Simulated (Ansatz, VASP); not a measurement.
# CaHf in two plane-wave programs

One calculation is typed for both programs; each brings its own data sets and cutoff. How far apart do they land? The cell is invented: As first built, before any earlier steps moved the atoms (in the runner's words): it takes the ZrHg structure with all of its atoms replaced by other elements, volume scaled by an estimate. It may not be a known or stable phase. The cell is taken from a series of VASP runs on this material, whose earlier steps may have relaxed, scaled or displaced it; both programs get it as it stands.

Method: plane waves, with VASP 6.6.1 beside it; band structure at RPBE and single point at RPBE, in Ansatz 0.2.0.

**1. Starting point**

It takes space group P4/mmm (No. 123, tetragonal). Conventional cell: a = 3.293 Å, b = 3.293 Å, c = 5.326 Å, α = 90.00°, β = 90.00°, γ = 90.00°. Nearest to Hf lie 4 Hf at 3.29 Å and 8 Ca at 3.54 Å. Nearest to Ca lie 4 Ca at 3.29 Å and 8 Hf at 3.54 Å. As first built, before any earlier steps moved the atoms (in the runner's words): sites of the ZrHg structure (space group 123) filled with other elements, volume scaled by an estimate. Farther neighbours are not listed.

Structure file:

```xyz
2
Lattice="3.2929 0.0000 0.0000 0.0000 3.2929 0.0000 0.0000 0.0000 5.3265" Properties=species:S:1:pos:R:3 pbc="T T T"
Hf    1.6465    1.6465    2.6632
Ca    0.0000    0.0000    0.0000
```

**2. VASP: band structure, RPBE**

With cell and atoms fixed, the geometry can't cause a difference; cores, projectors, grids and the points listed under the comparison can.

Lines of VASP's logs that name or quote its potential files are left out, and so is its time.

INCAR reads:

```
SYSTEM = CaHf
PREC = Accurate
ENCUT = 400
EDIFF = 1E-06
NELM = 100
ISMEAR = 1
SIGMA = 0.2
LREAL = .FALSE.
ALGO = Normal
GGA = RP
LORBIT = 11
LWAVE = .FALSE.
LCHARG = .FALSE.
```

POSCAR reads:

```
CaHf
1.0
    3.2929099165      0.0000000000      0.0000000000
    0.0000000000      3.2929099165      0.0000000000
    0.0000000000      0.0000000000      5.3264748179
Hf Ca
1 1
Direct
    0.5000000000      0.5000000000      0.5000000000
    0.0000000000      0.0000000000      0.0000000000
```

KPOINTS reads:

```
Automatic mesh
0
Gamma
8 8 5
0 0 0
```

KPOINTS_OPT reads:

```
Line mode
16
Line-mode
Reciprocal
  0.00000000   0.00000000   0.00000000 GAMMA
  0.00000000   0.50000000   0.00000000 X

  0.00000000   0.50000000   0.00000000 X
  0.50000000   0.50000000   0.00000000 M

  0.50000000   0.50000000   0.00000000 M
  0.00000000   0.00000000   0.00000000 GAMMA

  0.00000000   0.00000000   0.00000000 GAMMA
  0.00000000   0.00000000   0.50000000 Z

  0.00000000   0.00000000   0.50000000 Z
  0.00000000   0.50000000   0.50000000 R

  0.00000000   0.50000000   0.50000000 R
  0.50000000   0.50000000   0.50000000 A

  0.50000000   0.50000000   0.50000000 A
  0.00000000   0.00000000   0.50000000 Z

  0.00000000   0.50000000   0.00000000 X
  0.00000000   0.50000000   0.50000000 R

  0.50000000   0.50000000   0.00000000 M
  0.50000000   0.50000000   0.50000000 A
```

PAW data sets: Hf_pv and Ca_sv (PBE family, release 64).

Launch:

```sh
> mpirun -np 1 vasp_std
```

Numbers of over 12 decimals in the logs are rounded to 6 here.

Log:

```text
[banner, memory and clock lines left out]
running    1 mpi-ranks, on    1 nodes
 distrk:  each k-point on    1 cores,    1 groups
 distr:  one band on    1 cores,    1 groups

 POSCAR found type information on POSCAR HfCa
 POSCAR found :  2 types and       2 ions
|                                                                             |
|               ----> ADVICE to this user running VASP <----                  |
|                                                                             |
|     You enforced a specific xc type in the INCAR file but a different       |
|     [... a line on the potential file left out ...]
|     I HOPE YOU KNOW WHAT YOU ARE DOING!                                     |
|                                                                             |

 LDA part: xc-table for (Slater+PW92), standard interpolation
 POSCAR, INCAR and KPOINTS ok, starting setup
 FFT: planning ... GRIDC
 FFT: planning ... GRID_SOFT
 FFT: planning ... GRID
 WAVECAR not read
 entering main loop
       N       E                     dE             d eps       ncg     rms          rms(c)
DAV:   1     0.984737441396E+02    0.98474E+02   -0.96091E+03  1260   0.111E+03
DAV:   2    -0.722759450197E+01   -0.10570E+03   -0.10472E+03  1482   0.294E+02
DAV:   3    -0.109434681599E+02   -0.37159E+01   -0.36110E+01  2028   0.427E+01
DAV:   4    -0.110513638926E+02   -0.10790E+00   -0.10783E+00  1818   0.699E+00
DAV:   5    -0.110536427919E+02   -0.22789E-02   -0.22788E-02  1904   0.873E-01    0.287E+01
DAV:   6    -0.102164227153E+02    0.83722E+00   -0.86146E+00  1580   0.101E+01    0.200E+01
DAV:   7    -0.100742658534E+02    0.14216E+00   -0.15017E+00  1598   0.491E+00    0.795E+00
DAV:   8    -0.100585813060E+02    0.15685E-01   -0.13893E-01  1812   0.209E+00    0.116E+00
DAV:   9    -0.100532658059E+02    0.53155E-02   -0.31612E-02  1660   0.758E-01    0.635E-01
DAV:  10    -0.100529813036E+02    0.28450E-03   -0.34691E-03  1680   0.265E-01    0.104E-01
DAV:  11    -0.100529889349E+02   -0.76313E-05   -0.11814E-04  1704   0.754E-02    0.313E-02
DAV:  12    -0.100529956173E+02   -0.66824E-05   -0.98916E-06  1902   0.262E-02    0.109E-02
DAV:  13    -0.100529954584E+02    0.15883E-06   -0.71754E-07  1200   0.370E-03
   1 F= -.10052995E+02 E0= -.10052105E+02  d E =-.267148E-02
 Start KPOINTS_OPT (optional k-point list driver)
k-point batch [1-45\144]
       N       E                     dE             ncg
DAV:   1    -0.104531693661E+05   -0.31696E+05     1268
DAV:   2    -0.151470124018E+05   -0.46938E+04     1488
DAV:   3    -0.153106252068E+05   -0.16361E+03     2106
DAV:   4    -0.153149678650E+05   -0.43427E+01     1782
DAV:   5    -0.153150748025E+05   -0.10694E+00     2022
DAV:   6    -0.153150763365E+05   -0.15340E-02     1802
DAV:   7    -0.153150763702E+05   -0.33770E-04     2010
DAV:   8    -0.153150763709E+05   -0.63117E-06     1294
[...]
k-point batch [136-144\144]
       N       E                     dE             ncg
DAV:   1     0.177824523531E+05   -0.87780E+04      252
DAV:   2     0.169078735768E+05   -0.87458E+03      318
DAV:   3     0.168813971640E+05   -0.26476E+02      386
DAV:   4     0.168806706995E+05   -0.72646E+00      370
DAV:   5     0.168806560213E+05   -0.14678E-01      380
DAV:   6     0.168806558427E+05   -0.17863E-03      378
DAV:   7     0.168806558376E+05   -0.50961E-05      330
DAV:   8     0.168806558375E+05   -0.11033E-06      204
```

From OUTCAR (step 2):

```text
ion  position               nearest neighbor table
   1  0.500  0.500  0.500-
   2  0.000  0.000  0.000-

  LATTYP: Found a simple tetragonal cell.
 ALAT       =     3.2929099165
 C/A-ratio  =     1.6175586193

 Subroutine GETGRP returns: Found 16 space group operations
 (whereof 16 operations were pure point group operations)

The static configuration has the point symmetry D_4h.

 Found     45 irreducible k-points:

   k-points           NKPTS =     45   k-points in BZ     NKDIM =     45   number of bands    NBANDS=     14

   dimension x,y,z NGX =    24 NGY =   24 NGZ =   36
   dimension x,y,z NGXF=    48 NGYF=   48 NGZF=   72

   ENCUT  =  400.0 eV  29.40 Ry    5.42 a.u.   5.37  5.37  8.69*2*pi/ulx,y,z

   NELECT =      20.0000    total number of electrons

 k-points in reciprocal lattice and weights: Automatic mesh
   0.00000000  0.00000000  0.00000000       0.003
   0.12500000  0.00000000  0.00000000       0.013
   0.25000000  0.00000000  0.00000000       0.013
   0.37500000  0.00000000  0.00000000       0.013
   0.50000000  0.00000000  0.00000000       0.006
   0.12500000  0.12500000  0.00000000       0.013
   0.25000000  0.12500000  0.00000000       0.025
   0.37500000  0.12500000  0.00000000       0.025
   0.50000000  0.12500000  0.00000000       0.013
[...]
0.50000000  0.37500000  0.40000000       0.025
   0.50000000  0.50000000  0.40000000       0.006

 average (electrostatic) potential at core
       1 -39.6628       2 -46.3071

 E-fermi :   3.3724

 k-point     1 :       0.0000    0.0000    0.0000
  band No.  band energies     occupation
    ...
      6     -18.2859      2.00000
      7     -18.2859      2.00000
      8      -2.1277      2.00000
      9       1.5908      2.00000
     10       2.6529      2.00000
     11       4.1983     -0.00000
     12       5.5970     -0.00000
     13       5.7942     -0.00000
     14       5.7942     -0.00000

 k-point     2 :       0.1250    0.0000    0.0000
  band No.  band energies     occupation
    ...
      6     -18.3464      2.00000
      7     -18.2808      2.00000
      8      -1.8359      2.00000
      9       1.8346      2.00000
     10       2.8105      2.00052
     11       3.9556     -0.00030
     12       5.5190     -0.00000
     13       5.7111     -0.00000
     14       5.8961     -0.00000

 k-point     3 :       0.2500    0.0000    0.0000
  band No.  band energies     occupation
    ...
      6     -18.3372      2.00000
      7     -18.2683      2.00000
      8      -1.0288      2.00000
      9       2.4286      2.00000
     10       3.1246      2.07085
     11       3.4589      0.33804
     12       4.9128     -0.00000
     13       5.7636     -0.00000
     14       6.1744     -0.00000

  Total       -0.0215718     -0.0215718     -0.0050100      0.0000000      0.0000000      0.0000000
  in kB       -0.5984073     -0.5984073     -0.1389802      0.0000000      0.0000000      0.0000000
  external PRESSURE =      -0.4452650 kB  Pullay stress =       0.0000000 kB

  energy-cutoff  :      400.00
  volume of cell :       57.76
      direct lattice vectors                 reciprocal lattice vectors
     3.292909917  0.000000000  0.000000000     0.303682769  0.000000000  0.000000000
     0.000000000  3.292909917  0.000000000     0.000000000  0.303682769  0.000000000
     0.000000000  0.000000000  5.326474818     0.000000000  0.000000000  0.187741430

 POSITION                                       TOTAL-FORCE (eV/Angst)
 -----------------------------------------------------------------------------------
      1.64645      1.64645      2.66324         0.000000      0.000000      0.000000
      0.00000      0.00000      0.00000         0.000000      0.000000      0.000000
 -----------------------------------------------------------------------------------
    total drift:                                0.000000      0.000000     -0.000000

  FREE ENERGIE OF THE ION-ELECTRON SYSTEM (eV)
  ---------------------------------------------------
  free  energy   TOTEN  =       -10.0529954584 eV

  energy  without entropy=      -10.0503239772  energy(sigma->0) =      -10.05210496

 total charge
# of ion       s       p       d       tot
------------------------------------------
    1        0.396   6.203   1.398   7.997
    2        2.087   5.846   0.268   8.200
--------------------------------------------------
tot          2.482  12.049   1.666  16.197

[... 3 further parts left out ...]
```

The run ends at a pressure of -0.04 GPa.

**3. Ansatz: band structure, RPBE**

Ansatz runs on its default PAW (the set named soft_2) files.

The same cell, functional, mesh and smearing now go to Ansatz, which takes its cutoff from its data sets.

input.yaml reads:

```yaml
crystal:
  lattice:
    - [3.2929099165, 0.0, 0.0]
    - [0.0, 3.2929099165, 0.0]
    - [0.0, 0.0, 5.3264748179]
  atoms:
    - { symbol: Hf, position: [0.5, 0.5, 0.5] }
    - { symbol: Ca, position: [0.0, 0.0, 0.0] }
hamiltonian:
  xc: rpbe
  pseudopotentials: { kind: paw }
kpoints:
  mp_grid: { grid: [8, 8, 5] }
  band_path:
    path:
      - [0.0, 0.0, 0.0]
      - [0.0, 0.13333, 0.0]
      - [0.0, 0.3, 0.0]
      - [0.0, 0.46667, 0.0]
      - [0.1, 0.5, 0.0]
      - [0.26667, 0.5, 0.0]
      - [0.43333, 0.5, 0.0]
      - [0.43333, 0.43333, 0.0]
      - [0.26667, 0.26667, 0.0]
      - [0.1, 0.1, 0.0]
      - [0.0, 0.0, 0.03333]
      - [0.0, 0.0, 0.2]
      - [0.0, 0.0, 0.36667]
      - [0.0, 0.0, 0.5]
      - [0.0, 0.16667, 0.5]
      - [0.0, 0.3, 0.5]
      - [0.0, 0.46667, 0.5]
      - [0.1, 0.5, 0.5]
      - [0.26667, 0.5, 0.5]
      - [0.43333, 0.5, 0.5]
      - [0.43333, 0.43333, 0.5]
      - [0.26667, 0.26667, 0.5]
      - [0.1, 0.1, 0.5]
      - [0.0, 0.5, 0.03333]
      - [0.0, 0.5, 0.2]
      - [0.0, 0.5, 0.36667]
      - [0.5, 0.5, 0.0]
      - [0.5, 0.5, 0.16667]
      - [0.5, 0.5, 0.33333]
      - [0.5, 0.5, 0.5]
    npoints: 1
scf:
  occupations: { method: methfessel_paxton, width: 0.2 }
  n_extra_bands: 7
output:
  forces: true
  stress: true
  eigenvalues: true
```

Launch:

```sh
> ansatz run input.yaml --threads 2 --pin off --max-ram 4608MiB --backend cpu --events-out ev --progress --plain --runs-dir out
```

Log:

```text
scf.n_extra_bands = 7 over 18 filled bands (N_el = 36.0): the run solves 25 bands
Engine: ansatz 0.2.0, aarch64-unknown-linux-gnu
Pseudopotentials: kind: paw
Pseudopotential: Hf, paw, valence charge 26, recommended cutoff 420 eV (normal), Hf.paw.azcp
Pseudopotential: Ca, paw, valence charge 10, recommended cutoff 420 eV (normal), Ca.paw.azcp
Functional definition: RPBE
  parameter kappa = 0.804
  parameter beta = 0.066725
  exchange = rpbe_x(kappa = kappa, mu = beta*pi^2/3)
  correlation = pbe_c(beta = beta)
Crystal: 2 atoms, lattice volume = 57.756 Å³
Basis set: ecut = 420 eV, 1137 PW (Γ), exchange–correlation on 48×48×72 points (8 copies of the dense FFT grid, shifted against one another)
Bands: 25, of which v1, the nominal top of the filled ones, is band 18 counted from 1 (17 counted from 0)
Symmetry: 16 space group operations
Space group: P4/mmm (ITA 123), of the structure as read, at distance tolerance 3.9e-5 Å
k-points: 45 of 320
Non-local potential: Hf, projectors of the file, l = 0: 3, l = 1: 2, l = 2: 2, l = 3: 3
Non-local potential: Ca, projectors of the file, l = 0: 3, l = 1: 2, l = 2: 2
PAW form: soft (Blöchl's): semilocal exchange-correlation on the pseudo side does not see the compensation charge
PAW frozen core: Hf, regenerated for the run's functional, and the local potential with it (the file was generated under x = pbe(κ = 0.804, μ = 0.219515), c = pbe(β = 0.066725))
PAW frozen core: Ca, regenerated for the run's functional, and the local potential with it (the file was generated under x = pbe(κ = 0.804, μ = 0.219515), c = pbe(β = 0.066725))
PAW one-centre angular grid: Hf, 590 points (default); XC on 64 Gauss nodes
PAW one-centre angular grid: Ca, 110 points (default); XC on 64 Gauss nodes
Initial density: superposition of atomic densities (neutral atoms: chi_scale 0, normalization atom), corrected by the library's trained network
Initial wavefunctions: pseudopotential atomic-orbital guess
Functional: x = rpbe, c = pbe(β = 0.066725)
SCF iter   1: F=—  HF=-17553.837636 eV  |F-HF|=—  |Δ(HF+E_count)|=         —  Δρ=6.40e-3  dr2=1.04e-1  ethr=1.77e-3  ⟨swp⟩=7.8  Hψ=5635  notcnv=0
preconditioner: auto → Kerker (q_TF=auto, 2.522 Å⁻¹)  [metal: Δε(μ)=0.059 eV  Ē_g=14.824 eV  σ=0.200 eV  W_gap=0.24  n_scr=16 (ndim 8)  ℏωp=24.9 eV  f_vac=0.000  D(μ)=4.03/eV (n_scr^D=38)]
SCF iter   2: F=—  HF=-17553.828275 eV  |F-HF|=—  |Δ(HF+E_count)|=   9.36e-3  S|Δr|=    0.00e0  Δρ=2.48e-3  dr2=1.46e-2  ethr=2.88e-4  ⟨swp⟩=1.0  Hψ=1485  notcnv=0  defer=2
SCF iter   3: F=—  HF=-17553.826318 eV  |F-HF|=—  |Δ(HF+E_count)|=   1.96e-3  S|Δr|=    0.00e0  Δρ=1.14e-3  dr2=2.65e-3  ethr=4.04e-5  ⟨swp⟩=2.0  Hψ=1396  notcnv=0  defer=2
SCF iter   4: F=—  HF=-17553.825687 eV  |F-HF|=—  |Δ(HF+E_count)|=   6.30e-4  S|Δr|=    0.00e0  Δρ=6.49e-4  dr2=5.62e-4  ethr=7.37e-6  ⟨swp⟩=2.0  Hψ=1473  notcnv=0  defer=2
SCF iter   5: F=—  HF=-17553.825620 eV  |F-HF|=—  |Δ(HF+E_count)|=   6.76e-5  S|Δr|=    0.00e0  Δρ=2.56e-4  dr2=7.31e-5  ethr=1.56e-6  ⟨swp⟩=2.1  Hψ=1528  notcnv=0  defer=2
SCF iter   6: F=—  HF=-17553.825601 eV  |F-HF|=—  |Δ(HF+E_count)|=   1.90e-5  S|Δr|=    0.00e0  Δρ=4.42e-5  dr2=1.86e-6  ethr=2.03e-7  ⟨swp⟩=2.0  Hψ=1215  notcnv=0  defer=2
SCF iter   7: F=—  HF=-17553.825602 eV  |F-HF|=—  |Δ(HF+E_count)|=   8.82e-7  S|Δr|=    0.00e0  Δρ=2.02e-5  dr2=5.08e-7  ethr=5.18e-9  ⟨swp⟩=2.8  Hψ=1864  notcnv=0  defer=2
SCF iter   8: F=-17553.825602 eV  HF=-17553.825602 eV  |F-HF|=1.95e-9  |Δ(HF+E_count)|=   1.96e-7  S|Δr|=    0.00e0  Δρ=4.87e-6  dr2=1.52e-8  ethr=2.78e-10  ⟨swp⟩=7.1  Hψ=5461  notcnv=0
SCF 1 converged in 8 iterations: F = -17553.825602 eV  dr2 = 1.52e-8
  greatest PAW one-centre occupation: 0.999 electrons in one spin orbital (limit 2), on the Hf atom at site 0 (counted from 0), in its partial waves of l = 0
NSCF: frozen V_eff on 30 k-points
SCF converged after 8 iterations
Stability not checked: this state was not tested for a lower state beside it, because cold or Methfessel-Paxton smearing, or corrected tetrahedra, fill the levels in a way that the test cannot read (fill_not_monotonic; see scf.lower_state_search)
Free energy (F): -17553.825602 eV
Harris-Foulkes:  -17553.825602 eV  (|F-HF|=1.95e-9)
Internal energy: -17553.822875 eV  (E = F + TS)
E sigma→0 (E₀):  -17553.824920 eV
Entropy (-TS):   -0.002727 eV (-1.363 meV/atom)
Fermi energy:    11.356356 eV
--- Per-component energies (eV) ---
  E_band       = -295.680227
  E_kinetic    = 699.636175
  E_local      = -7411.321641  (includes V_loc(G=0)·N_el)
  E_nonlocal   = -1183.671976
  E_hartree    = 3336.423715
  E_xc         = -436.398345
  E_vxc        = -434.728009  (∫ρ·V_xc dr)
  E_paw        = -7800.779451  (= ΣΔE_a)
  E_vpaw       = 1361.551726  (= ΣTr[D̂ρ^β])
  E_aug_tail   = -0.000008  (compensation charges beyond the density's cutoff)
  E_ewald      = -4757.474126
  E_core_change = -0.237218  (= ΣΔE_core)
  E_smearing   = -0.002727  (= −TS)
  E_closure    = -0.000000  (closes the sum)
  Σ components = -17553.825602   (vs F -17553.825602, Δ=0.00e0)
--- Forces (eV/Å), atoms counted from 1 ---
  atom   1  Hf     0.00000000     0.00000000     0.00000000
  atom   2  Ca     0.00000000     0.00000000     0.00000000
  max |Σ_I F_I| component: 1.01e-28 eV/Å
--- Stress (GPa, compression-positive) ---
        0.039290       0.000000       0.000000
        0.000000       0.039290       0.000000
        0.000000       0.000000       0.049057
  P = ⅓ Tr σ = 0.0425 GPa (0.425 kbar)
--- Band table (eV; the first three rows and the last of 45) ---
  k-point 0: bands = [... 14 lower, -0.9452, 5.8633, 9.5801, 10.6358, 12.1736, 13.5823, 13.7866, 13.7866, ... 3 higher]
  k-point 1: bands = [... 14 lower, -0.9452, 6.1052, 9.3224, 10.6972, 11.9609, 13.4271, 13.9108, 13.9108, ... 3 higher]
  k-point 2: bands = [... 14 lower, -0.9453, 6.6680, 8.6227, 10.8087, 11.9117, 13.1734, 13.9171, 14.1779, ... 3 higher]
  k-point 44: bands = [... 14 lower, -0.9500, 9.9982, 11.0606, 11.2685, 11.2685, 12.7447, 12.7447, 13.2170, ... 3 higher]
```

It took 2.7 s on 2 threads of Arm Neoverse V2, shared host; peak memory 0.35 GiB; 4.8 s of CPU time.

**4. Side by side**

Known differences besides the potentials themselves: the data sets hold 36 valence electrons in Ansatz (default PAW (the set named soft_2) files) and 20 in VASP; the cutoff is 420 eV in Ansatz and 400 eV in VASP; Ansatz makes its cores anew for this functional, VASP keeps those of its PBE data sets; VASP leaves aspherical gradient terms in its spheres out (LASPH is not set), Ansatz keeps them. Total energies have different zeros and are not compared.

The two programs side by side:

```csv
quantity,Ansatz,VASP,difference
pressure (GPa),0.04,-0.04,+0.09
```

Levels from 3 eV below to 2 eV above the Fermi level differ by 4 meV r.m.s. and 10 meV at most; each VASP level is matched to the nearest of Ansatz, which flatters the figure a little.

**5. Ansatz: single point, RPBE, volume scaled by 0.96**

With cell and atoms fixed, the geometry can't cause a difference; cores, projectors, grids and the points listed under the comparison can. The cell compared in this pair holds 55.45 Å³, against 57.76 Å³ for the pair before.

The cell is a member of a volume series, scaled by 0.96 from a relaxed one, so a pressure remains.

input.yaml, the sections that differ from step 3:

```yaml
crystal:
  lattice:
    - [3.2484056783, 0.0, 0.0]
    - [0.0, 3.2484056783, 0.0]
    - [0.0, 0.0, 5.2544866038]
  atoms:
    - { symbol: Hf, position: [0.5, 0.5, 0.5] }
    - { symbol: Ca, position: [0.0, 0.0, 0.0] }
kpoints:
  mp_grid: { grid: [8, 8, 5] }
scf:
  occupations: { method: methfessel_paxton, width: 0.2 }
  n_extra_bands: 4
# hamiltonian, output: as in step 3
```

Log:

```text
[...]
Crystal: 2 atoms, lattice volume = 55.446 Å³
Basis set: ecut = 420 eV, 1113 PW (Γ), exchange–correlation on 48×48×72 points (8 copies of the dense FFT grid, shifted against one another)
Bands: 22, of which v1, the nominal top of the filled ones, is band 18 counted from 1 (17 counted from 0)
Symmetry: 16 space group operations
[...]
k-points: 45 of 320
[...]
--- Band table (eV; the first three rows and the last of 45) ---
  k-point 0: bands = [... 14 lower, -0.2749, 6.3227, 10.0645, 11.1273, 12.8411, 14.1611, 14.4218, 14.4218]
  k-point 1: bands = [... 14 lower, -0.2749, 6.5750, 9.8381, 11.1924, 12.5842, 13.9961, 14.5573, 14.5573]
  k-point 2: bands = [... 14 lower, -0.2750, 7.1590, 9.1715, 11.3112, 12.4852, 13.7260, 14.4992, 14.8539]
  k-point 44: bands = [... 14 lower, -0.2800, 10.4545, 11.5626, 11.8098, 11.8098, 13.3435, 13.3435, 13.8699]
[key lines of the parts left out:]
SCF converged after 8 iterations
Free energy (F): -17553.811870 eV
Fermi energy:    11.912812 eV
P = ⅓ Tr σ = 1.9158 GPa (19.158 kbar)
```

It took 1.7 s on 2 threads; peak memory 0.35 GiB.

The run ends at a pressure of 1.92 GPa.

(Continued in part 2 of 2.)

[Lines on the potential files, build, host, timing and source positions are cut from VASP's logs without a mark.]

[Logs are printed without paths, hosts, clocks, repeated set-up lines and the standing remarks that a program may print on its own settings, such as how far it seeks lower states.]

[Hosts, paths, dates, database ids (printed as entryN), source tags and the programs' standing remarks are cut or masked in the printed files.]
